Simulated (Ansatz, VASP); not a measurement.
# H: VASP beside Ansatz

Aim: how closely do two programs agree when they are given the same cell, functional and k mesh? The two relaxations start from unlike cells of this crystal (the structure described is Ansatz's start), so only their ends are compared.

Main program and level: Ansatz 0.2.0; plane waves, with VASP 6.6.1 beside it; relaxation of cell and atoms at LDA.

## 1. The structure

Symmetry: Cmce, No. 64, orthorhombic system. Conventional cell: a = 4.025 Å, b = 4.004 Å, c = 3.922 Å, α = 90.00°, β = 90.00°, γ = 90.00°. Nearest to H lie 1 H at 0.77 Å.

## 2. VASP: relaxation of cell and atoms, LDA

The relaxed volume is the usual yardstick between codes: in a stiff, nearly cubic crystal its relative difference is about their pressure difference at one cell divided by the bulk modulus.

Lines of VASP's logs that name or quote its potential files are left out, and so is its time.

The input, INCAR:

```
SYSTEM = H
PREC = Accurate
ENCUT = 500
EDIFF = 1E-07
NELM = 120
ISMEAR = 0
SIGMA = 0.02
LREAL = .FALSE.
ALGO = Normal
GGA = CA
NBANDS = 8
LORBIT = 11
LWAVE = .FALSE.
LCHARG = .FALSE.
ISIF = 3
IBRION = 2
NSW = 80
EDIFFG = -0.005
LASPH = .TRUE.
GGA_COMPAT = .FALSE.
NELMIN = 4
EFERMI = MIDGAP
```

The input, POSCAR:

```
H
1.0
    1.9586346462     -1.9299929669      0.0000000000
    1.9586346462      1.9299929669      0.0000000000
    0.0000000000      0.0000000000      3.8138651645
H
4
Direct
    0.9292014675      0.0707985325      0.0714790473
    0.4292014675      0.5707985325      0.4285210802
    0.5707985325      0.4292014675      0.5714789198
    0.0707985325      0.9292014675      0.9285209527
```

The input, KPOINTS:

```
Automatic mesh
0
Gamma
8 8 6
0 0 0
```

PAW data sets: H (LDA family, release 64).

On the command line:

```sh
$ mpirun -np 1 vasp_std
```

Numbers of over 12 decimals in the logs are rounded to 6 here.

The program printed:

```text
[banner, memory and clock lines left out]
running    1 mpi-ranks, on    1 nodes
 distrk:  each k-point on    1 cores,    1 groups
 distr:  one band on    1 cores,    1 groups

 POSCAR found type information on POSCAR H
 POSCAR found :  1 types and       4 ions
 LDA part: xc-table for (Slater(with rela. corr.)+CA(PZ))
 , standard interpolation
 POSCAR, INCAR and KPOINTS ok, starting setup
 FFT: planning ... GRIDC
 FFT: planning ... GRID_SOFT
 FFT: planning ... GRID
 WAVECAR not read
 entering main loop
       N       E                     dE             d eps       ncg     rms          rms(c)
DAV:   1    -0.119830117911E+02   -0.11983E+02   -0.13431E+03  1352   0.352E+02
DAV:   2    -0.145589482565E+02   -0.25759E+01   -0.25759E+01  1952   0.298E+01
DAV:   3    -0.145852039344E+02   -0.26256E-01   -0.26256E-01  1464   0.329E+00
DAV:   4    -0.145852245106E+02   -0.20576E-04   -0.20576E-04  1944   0.109E-01
DAV:   5    -0.145852245209E+02   -0.10315E-07   -0.10315E-07  1472   0.151E-03    0.588E+00
DAV:   6    -0.139185972560E+02    0.66663E+00   -0.37805E-01  1416   0.271E+00    0.319E+00
DAV:   7    -0.136276743436E+02    0.29092E+00   -0.65281E-01  1464   0.377E+00    0.286E-01
DAV:   8    -0.136293791308E+02   -0.17048E-02   -0.39531E-03  1424   0.366E-01    0.112E-01
DAV:   9    -0.136290061833E+02    0.37295E-03   -0.67214E-04  1592   0.116E-01    0.903E-03
DAV:  10    -0.136290069860E+02   -0.80269E-06   -0.10404E-05  1576   0.230E-02    0.468E-03
DAV:  11    -0.136290073182E+02   -0.33218E-06   -0.41971E-07  1592   0.285E-03    0.176E-04
DAV:  12    -0.136290073193E+02   -0.11479E-08   -0.67166E-09   800   0.574E-04
   1 F= -.13629007E+02 E0= -.13629007E+02  d E =-.136290E+02
[... from here on, the cycles between the ionic steps are left out ...]
   2 F= -.13629029E+02 E0= -.13629029E+02  d E =-.217393E-04
   3 F= -.13629050E+02 E0= -.13629050E+02  d E =-.431205E-04
   4 F= -.13629055E+02 E0= -.13629055E+02  d E =-.419477E-05
   5 F= -.13629067E+02 E0= -.13629067E+02  d E =-.165260E-04
   6 F= -.13629091E+02 E0= -.13629091E+02  d E =-.400965E-04
   7 F= -.13629133E+02 E0= -.13629133E+02  d E =-.828556E-04
   8 F= -.13629201E+02 E0= -.13629201E+02  d E =-.150734E-03
 curvature:  -4.74 expect dE=-0.272E-03 dE for cont linesearch -0.312E-04
 ZBRENT: increasing intervall
 opt :   1.9243  next Energy=   -13.629260 (dE=-0.209E-03)
 bond charge predicted
       N       E                     dE             d eps       ncg     rms          rms(c)
DAV:   1    -0.136293153694E+02   -0.11417E-03   -0.76728E-03  1568   0.538E-01    0.518E-02
DAV:   2    -0.136292822384E+02    0.33131E-04   -0.80431E-05  1464   0.594E-02    0.302E-02
DAV:   3    -0.136292655300E+02    0.16708E-04   -0.50260E-05  1496   0.322E-02    0.327E-03
DAV:   4    -0.136292654442E+02    0.85828E-07   -0.40265E-07  1456   0.472E-03
   9 F= -.13629265E+02 E0= -.13629265E+02  d E =-.215004E-03
 curvature:  -8.90 expect dE=-0.234E-04 dE for cont linesearch -0.363E-06
 trial: gam=-0.01739 g(F)=  0.236E-06 g(S)=  0.240E-05 ort = 0.864E-05 (trialstep = 0.401E+00)
 search vector abs. value=  0.288E-05
 reached required accuracy - stopping structural energy minimisation
```

OUTCAR, selected parts (step 2):

```text
ion  position               nearest neighbor table
   1  0.929  0.071  0.071-   4 0.77
   2  0.429  0.571  0.429-   3 0.77
   3  0.571  0.429  0.571-   2 0.77
   4  0.071  0.929  0.929-   1 0.77

  LATTYP: Found a base centered orthorhombic cell.
 ALAT       =     3.8599859338
 B/A-ratio  =     1.0148403024
 C/A-ratio  =     0.9880515706

 Subroutine GETGRP returns: Found  8 space group operations
 (whereof  4 operations were pure point group operations)

The static configuration has the point symmetry C_2h.
 The point group associated with its full space group is D_2h.

 Found     84 irreducible k-points:

   k-points           NKPTS =     84   k-points in BZ     NKDIM =     84   number of bands    NBANDS=      8

   dimension x,y,z NGX =    20 NGY =   20 NGZ =   28
   dimension x,y,z NGXF=    40 NGYF=   40 NGZF=   56

   ENCUT  =  500.0 eV  36.75 Ry    6.06 a.u.   5.01  5.01  6.95*2*pi/ulx,y,z

   NELECT =       4.0000    total number of electrons

 k-points in reciprocal lattice and weights: Automatic mesh
   0.00000000  0.00000000  0.00000000       0.003
   0.12500000  0.00000000  0.00000000       0.010
   0.25000000  0.00000000  0.00000000       0.010
   0.37500000  0.00000000  0.00000000       0.010
   0.50000000  0.00000000  0.00000000       0.005
   0.12500000  0.12500000  0.00000000       0.005
   0.25000000  0.12500000  0.00000000       0.010
   0.37500000  0.12500000  0.00000000       0.010
   0.50000000  0.12500000  0.00000000       0.010
[...]
-0.37500000  0.37500000  0.50000000       0.005
   0.50000000  0.50000000  0.50000000       0.003

 average (electrostatic) potential at core
       1 -38.7804       2 -38.7804       3 -38.7804       4 -38.7804

 E-fermi :  -2.6871

 k-point     1 :       0.0000    0.0000    0.0000
  band No.  band energies     occupation
      1     -11.4206      2.00000
      2      -6.3917      2.00000
      3       2.4089      0.00000
      4       9.2043      0.00000
      5      10.5445      0.00000
      6      11.3019      0.00000
      7      13.3391      0.00000
    ...

 k-point     2 :       0.1250    0.0000    0.0000
  band No.  band energies     occupation
      1     -11.1792      2.00000
      2      -6.3851      2.00000
      3       2.6834      0.00000
      4       7.3068      0.00000
      5      10.3475      0.00000
      6      11.1119      0.00000
      7      12.8674      0.00000
    ...

 k-point     3 :       0.2500    0.0000    0.0000
  band No.  band energies     occupation
      1     -10.4763      2.00000
      2      -6.5013      2.00000
      3       3.4603      0.00000
      4       4.9204      0.00000
      5       8.3339      0.00000
      6      11.3502      0.00000
      7      13.4562      0.00000
    ...

  Total        0.0100195     -0.0072680      0.0067391      0.0000000      0.0000000      0.0000000
  in kB        0.5653196     -0.4100755      0.3802352      0.0000000      0.0000000      0.0000000
  external PRESSURE =       0.1784931 kB  Pullay stress =       0.0000000 kB

  energy-cutoff  :      500.00
  volume of cell :       28.40
      direct lattice vectors                 reciprocal lattice vectors
     1.954256424 -1.911328678 -0.000000000     0.255851788 -0.261598126 -0.000000000
     1.954256424  1.911328678  0.000000000     0.255851788  0.261598126  0.000000000
     0.000000000 -0.000000000  3.801155758     0.000000000 -0.000000000  0.263077880

 POSITION                                       TOTAL-FORCE (eV/Angst)
 -----------------------------------------------------------------------------------
      1.95426     -1.63863      0.27330         0.000000     -0.000095     -0.001102
      1.95426      0.27270      1.62728         0.000000     -0.000095      0.001102
      1.95426     -0.27270      2.17388         0.000000      0.000095     -0.001102
      1.95426      1.63863      3.52785         0.000000      0.000095      0.001102
 -----------------------------------------------------------------------------------
    total drift:                                0.000000      0.000019      0.000048

  FREE ENERGIE OF THE ION-ELECTRON SYSTEM (eV)
  ---------------------------------------------------
  free  energy   TOTEN  =       -13.6292654442 eV

  energy  without entropy=      -13.6292654442  energy(sigma->0) =      -13.62926544

 reached required accuracy - stopping structural energy minimisation

 total charge
# of ion       s       p       d       tot
------------------------------------------
    1        0.579   0.026   0.000   0.605
    2        0.579   0.026   0.000   0.605
    3        0.579   0.026   0.000   0.605
    4        0.579   0.026   0.000   0.605
--------------------------------------------------
tot          2.315   0.106   0.000   2.421

[... 3 further parts left out ...]
```

CONTCAR:

```
H
   1.00000000000000
     1.9542564244284391   -1.9113286775716196   -0.0000000000000000
     1.9542564244284391    1.9113286775716196    0.0000000000000000
     0.0000000000000000   -0.0000000000000000    3.8011557583009128
  H
     4
Direct
     0.9286634159382570    0.0713365840617432    0.0718995344080036
     0.4286634159382568    0.5713365840617430    0.4281005930919982
     0.5713365840617430    0.4286634159382568    0.5718994069080019
     0.0713365840617432    0.9286634159382570    0.9281004655919964
```

The run keeps the 8 symmetry operations of its start, so it cannot find a distortion of lower symmetry.

## 3. Ansatz: relaxation of cell and atoms, LDA

Ansatz runs on its default PAW (the set named soft_2) files.

Its own start cell and the same functional (in two slightly different forms), mesh and smearing now go to Ansatz, which takes its cutoff from its data sets.

The input, input.yaml:

```yaml
crystal:
  lattice:
    - [2.0126298978, -2.0021765876, 0.0]
    - [2.0126298978, 2.0021765876, 0.0]
    - [0.0, 0.0, 3.9218728497]
  atoms:
    - { symbol: H, position: [0.9315080873, 0.0684919127, 0.0691247963] }
    - { symbol: H, position: [0.4315080873, 0.5684919127, 0.4308752037] }
    - { symbol: H, position: [0.5684919127, 0.4315080873, 0.5691247963] }
    - { symbol: H, position: [0.0684919127, 0.9315080873, 0.9308752037] }
kpoints:
  mp_grid: { grid: [8, 8, 6] }
hamiltonian:
  xc: lda
scf:
  occupations: { method: gaussian, width: 0.02 }
output:
  forces: true
  stress: true
  eigenvalues: true
relax:
  adjacent_minimum: "off"
  f_tol: 0.003
  max_steps: 80
  cell: { stress_tol: 0.03 }
```

On the command line:

```sh
$ ansatz run input.yaml --threads 4 --pin off --max-ram 8192MiB --backend cpu --events-out ev --progress --plain --runs-dir out
```

The program printed:

```text
Engine: ansatz 0.2.0, aarch64-unknown-linux-gnu
Pseudopotentials: kind: paw
Pseudopotential: H, paw, valence charge 1, recommended cutoff 420 eV (normal), H.paw.azcp
Functional definition: SPW92
  exchange = slater_x
  correlation = pw_c
Crystal: 4 atoms, lattice volume = 31.607 Å³
Basis set: ecut = 420 eV, 625 PW (Γ)
Bands: 6, of which v1, the nominal top of the filled ones, is band 2 counted from 1 (1 counted from 0)
Symmetry: 8 space group operations
Space group: Cmce (ITA 64), of the structure as read, at distance tolerance 3.2e-5 Å
k-points: 84 of 384
Non-local potential: H, projectors of the file, l = 0: 2, l = 1: 1
PAW form: soft (Blöchl's): semilocal exchange-correlation on the pseudo side does not see the compensation charge
PAW one-centre angular grid: H, 110 points (default); XC on 64 Gauss nodes
Initial density: superposition of atomic densities (neutral atoms: chi_scale 0, normalization atom), corrected by the library's trained network
Initial wavefunctions: pseudopotential atomic-orbital guess
Functional: x = slater, c = lda
SCF iter   1: F=—  HF=-62.154690 eV  |F-HF|=—  |Δ(HF+E_count)|=         —  Δρ=1.05e-2  dr2=2.55e-2  ethr=1.77e-3  ⟨swp⟩=3.3  Hψ=3772  notcnv=0
preconditioner: auto → none  [insulator: Δε(μ)=7.445 eV  Ē_g=13.920 eV  σ=0.020 eV  W_gap=1.00  n_scr=2 (ndim 8)  ℏωp=13.2 eV  f_vac=0.000  D(μ)=0.00/eV (n_scr^D=0)  ε∞_Penn≈1.9]
SCF iter   2: F=—  HF=-62.145944 eV  |F-HF|=—  |Δ(HF+E_count)|=   8.75e-3  Δρ=3.67e-3  dr2=3.16e-3  ethr=6.37e-4  ⟨swp⟩=1.0  Hψ=1176  notcnv=0
SCF iter   3: F=—  HF=-62.144760 eV  |F-HF|=—  |Δ(HF+E_count)|=   1.18e-3  Δρ=1.72e-4  dr2=2.83e-6  ethr=7.90e-5  ⟨swp⟩=2.9  Hψ=826  notcnv=0
SCF iter   4: F=—  HF=-62.144761 eV  |F-HF|=—  |Δ(HF+E_count)|=   9.71e-7  Δρ=7.29e-6  dr2=5.83e-9  ethr=7.07e-8  ⟨swp⟩=1.1  Hψ=514  notcnv=0
iter 5 did not close the SCF: its close was put off for the readings that it lacked (scf_convergence_deferred on its scf_iter line)
SCF iter   5: F=-62.144761 eV  HF=-62.144761 eV  |F-HF|=9.47e-11  |Δ(HF+E_count)|=   1.13e-9  Δρ=7.13e-7  dr2=9.05e-11  ethr=1.46e-10  ⟨swp⟩=2.1  Hψ=655  notcnv=0
SCF iter   6: F=-62.144761 eV  HF=-62.144761 eV  |F-HF|=4.26e-14  |Δ(HF+E_count)|=  1.03e-10  Δρ=3.63e-8  dr2=2.15e-13  ethr=2.26e-12  ⟨swp⟩=1.0  Hψ=1440  notcnv=0
SCF 1 converged in 6 iterations: F = -62.144761 eV  dr2 = 2.15e-13
  greatest PAW one-centre occupation: 0.355 electrons in one spin orbital (limit 2), on the H atom at site 3 (counted from 0), in its partial waves of l = 0
relax step   1: F+E_penalty+E_count = -62.14476072 eV  Δ(F+E_penalty+E_count) = +0.000e0 eV  max|allowed force component| = 7.812e-3 eV/Å  Δτ_max = 0.0000 Å  P = -0.221 GPa  Ω = 31.607 Å³  (6 SCF iters, dr2 threshold 1.00e-7 eV, accepted)
[...]
relax step   2: F+E_penalty+E_count = -62.14615812 eV  Δ(F+E_penalty+E_count) = -1.397e-3 eV  max|allowed force component| = 9.247e-4 eV/Å  Δτ_max = 0.0024 Å  P = -0.157 GPa  Ω = 31.144 Å³  energy of the carried Pulay correction = +7.232e-4 eV  (4 SCF iters, dr2 threshold 2.61e-7 eV, accepted)
[...]
relax step   7: F+E_penalty+E_count = -62.14798190 eV  Δ(F+E_penalty+E_count) = -1.653e-5 eV  max|allowed force component| = 2.088e-4 eV/Å  Δτ_max = 0.0003 Å  P = -0.003 GPa  Ω = 30.385 Å³  energy of the carried Pulay correction = +1.932e-3 eV  (5 SCF iters, accepted)
[...]
relax step   8: F+E_penalty+E_count = -62.14629194 eV  Δ(F+E_penalty+E_count) = +1.690e-3 eV  max|allowed force component| = 2.597e-4 eV/Å  Δτ_max = 0.0000 Å  P = -0.052 GPa  Ω = 30.385 Å³  stress off target by 7.60e-2 GPa  SCF on the basis re-selected at this cell (its energy is not comparable with the rows above)  (4 SCF iters)
[...]
relax step   9: F+E_penalty+E_count = -62.14663610 eV  Δ(F+E_penalty+E_count) = -3.442e-4 eV  max|allowed force component| = 1.214e-4 eV/Å  Δτ_max = 0.0018 Å  P = -0.013 GPa  Ω = 30.198 Å³  energy of the carried Pulay correction = +2.938e-4 eV  (4 SCF iters, dr2 threshold 1.44e-8 eV, accepted)
[...]
relax step  10: F+E_penalty+E_count = -62.14673570 eV  Δ(F+E_penalty+E_count) = -9.960e-5 eV  max|allowed force component| = 5.340e-5 eV/Å  Δτ_max = 0.0011 Å  P = +0.001 GPa  Ω = 30.136 Å³  energy of the carried Pulay correction = +3.889e-4 eV  (4 SCF iters, accepted)
[...]
relax step  11: F+E_penalty+E_count = -62.14630302 eV  Δ(F+E_penalty+E_count) = +4.327e-4 eV  max|allowed force component| = 4.851e-5 eV/Å  Δτ_max = 0.0000 Å  P = -0.005 GPa  Ω = 30.136 Å³  stress off target by 1.05e-2 GPa  SCF on the basis re-selected at this cell (its energy is not comparable with the rows above)  (3 SCF iters)
basis re-selected at this cell: Δ(F+E_penalty+E_count) = +4.327e-4 eV, ΔP = -0.006 GPa vs the last step (what re-selecting the basis moved, of the pressure what is left beyond the Pulay correction that the steps carried, after the strain that the cell walked since its last selection, with what the two solves' SCF thresholds leave and, on support functions, any second-order correction that the steps lacked; it is no m [...]
SCF converged after 3 iterations
Free energy (F): -62.146303 eV
Harris-Foulkes:  -62.146303 eV  (|F-HF|=4.87e-12)
Internal energy: -62.146303 eV  (E = F + TS)
E sigma→0 (E₀):  -62.146303 eV
Fermi energy:    -2.551051 eV
--- Per-component energies (eV) ---
  E_band       = -31.214786
  E_kinetic    = 51.788010
  E_local      = -70.766820  (includes V_loc(G=0)·N_el)
  E_nonlocal   = 6.288490
  E_hartree    = 14.022733
  E_xc         = -33.735079
  E_vxc        = -44.045478  (∫ρ·V_xc dr)
  E_paw        = -1.969749  (= ΣΔE_a)
  E_vpaw       = -2.519619  (= ΣTr[D̂ρ^β])
  E_aug_tail   = -0.004826  (compensation charges beyond the density's cutoff)
  E_ewald      = -27.769063
  E_smearing   = -0.000000  (= −TS)
  E_closure    = 0.000000  (closes the sum)
  Σ components = -62.146303   (vs F -62.146303, Δ=0.00e0)
--- Forces (eV/Å), atoms counted from 1 ---
  atom   1  H      0.00000000     0.00004851     0.00000868
  atom   2  H      0.00000000     0.00004851    -0.00000868
  atom   3  H     -0.00000000    -0.00004851     0.00000868
  atom   4  H     -0.00000000    -0.00004851    -0.00000868
  max |Σ_I F_I| component: 4.34e-19 eV/Å
--- Stress (GPa, compression-positive) ---
        0.001505      -0.000000       0.000000
       -0.000000      -0.010471      -0.000000
        0.000000      -0.000000      -0.006974
  P = ⅓ Tr σ = -0.0053 GPa (-0.053 kbar)
--- Band table (eV; the first three rows and the last of 84) ---
  k-point 0: bands = ["-10.9723", "-6.3930", "2.5237", "9.0581", "10.4294", "10.7184"]
  k-point 1: bands = ["-10.7615", "-6.8866", "3.0278", "8.5928", "10.7038", "11.1343"]
  k-point 2: bands = ["-10.1454", "-7.9946", "4.2116", "7.2533", "11.2365", "12.8635"]
  k-point 83: bands = ["-6.4881", "-6.4881", "4.4088", "4.4088", "6.3190", "6.3190"]
--- Relaxed structure (9 steps of the walk, 8 accepted, 2 SCFs on fresh bases) ---
  F+E_penalty+E_count = -62.14630302 eV   max|allowed force component| = 4.851e-5 eV/Å   (the final SCF, on the basis selected at the relaxed cell)
  cell:  # Å, volume = 30.1361 Å³
    - [2.001474, -1.929618, 0.0]
    - [2.001474, 1.929618, 0.0]
    - [0.0, 0.0, 3.901534]
  atoms:
    - { symbol: H, position: [0.928179, 0.071821, 0.068788] }
    - { symbol: H, position: [0.428179, 0.571821, 0.431212] }
    - { symbol: H, position: [0.571821, 0.428179, 0.568788] }
    - { symbol: H, position: [0.071821, 0.928179, 0.931212] }
```

The column dr2 measures how far the density is from self-consistency, as an energy; F and HF (Harris–Foulkes) agree once it is small.

## 4. Side by side

Known differences besides the potentials themselves: the two LDA forms differ slightly; the cutoff is 420 eV in Ansatz and 500 eV in VASP; VASP's log shows a relativistic correction to its local exchange, Ansatz's none; Ansatz adds a Pulay correction to the stress that steers its cell, VASP none. Total energies have different zeros and are not compared.

Both answers:

```
                                         quantity  Ansatz   VASP  difference
                                      volume (Å³)   30.14  28.40     +6.13 %
edge a after relaxation, in the typed setting (Å)   2.780  2.733     +1.71 %
edge c after relaxation, in the typed setting (Å)   3.901  3.801     +2.64 %
```

## 5. Results

```json
{"difference in volume (relaxation of cell and atoms, LDA)": "6.1 %"}
```

In words: The difference in volume is 6.1 % (relaxation of cell and atoms, LDA), beyond the 1.2 % picked in this series as the mark of a large difference, as far as the stopping tolerances let one tell. What causes the difference of the relaxation of cell and atoms, LDA pair stays open here. VASP runs on this material, other cells of it included, that failed, so that no pair exists: relaxation of cell and atoms, LDA (not converged). How closely two codes agree says nothing of how well the functional describes the real material.

[Lines on the potential files, build, host, timing and source positions are cut from VASP's logs without a mark.]

[Logs are printed without paths, hosts, clocks, repeated set-up lines and the standing remarks that a program may print on its own settings, such as how far it seeks lower states.]

[Hosts, paths, dates, database ids (printed as entryN), source tags and the programs' standing remarks are cut or masked in the printed files.]
